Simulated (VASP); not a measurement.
The input files of a VASP run:

### KPOINTS
```
Automatic mesh
0
G
  15 15 1
```

### POSCAR
```
SnS2
1
    3.5496680000     0.0000000000     0.0000000000
   -1.7748340000     3.0741020000     0.0000000000
    0.0000000000     0.0000000000    16.9362990000
Sn S
1 2
Direct
  0.0000000000   0.0000000000   0.5000000000
  0.3333330000   0.6666670000   0.5866870000
  0.6666670000   0.3333330000   0.4133130000
```

INCAR:
```
ALGO  =  Normal
EDIFF  =  1E-09
ENCUT  =  420
GGA  =  PE
ISIF  =  2
ISMEAR  =  -1
LASPH  =  .TRUE.
LCHARG  =  .FALSE.
LMAXMIX  =  4
LREAL  =  .FALSE.
LWAVE  =  .FALSE.
NELM  =  100
PREC  =  Accurate
SIGMA  =  0.1
SYSTEM  =  SnS2
```

POTCAR, in this order: Sn_d S (PBE.64 set). Program: vasp_std.

Task: Translate this PBE calculation to Quantum ESPRESSO's pw.x.

Result: One equivalent input (not run):
```
&CONTROL
  calculation = 'scf'
  pseudo_dir = './pseudo'
  outdir = './out'
  tprnfor = .true.
  tstress = .true.
/
&SYSTEM
  ibrav = 0
  nat = 3
  ntyp = 2
  ecutwfc = 72
  occupations = 'smearing'
  smearing = 'fermi-dirac'
  degauss = 0.00735
  input_dft = 'pbe'
/
&ELECTRONS
  conv_thr = 7.3e-11
  electron_maxstep = 100
/
ATOMIC_SPECIES
  Sn 118.710 Sn.upf
  S 32.060 S.upf
CELL_PARAMETERS angstrom
     3.5496680    0.0000000    0.0000000
    -1.7748340    3.0741020    0.0000000
     0.0000000    0.0000000   16.9362990
ATOMIC_POSITIONS crystal
  Sn   0.0000000  0.0000000  0.5000000
  S    0.3333330  0.6666670  0.5866870
  S    0.6666670  0.3333330  0.4133130
K_POINTS automatic
  15 15 1 0 0 0
```
The two are equivalent in intent, not identical: the potentials are each code's own (VASP's PAW set, PseudoDojo norm-conserving files in pw.x), so ENCUT and ecutwfc are chosen apart and not converted; conv_thr bounds pw.x's estimated SCF error, while EDIFF bounds the energy change between steps.

The cell is a sheet with vacuum, built from a generated structure.
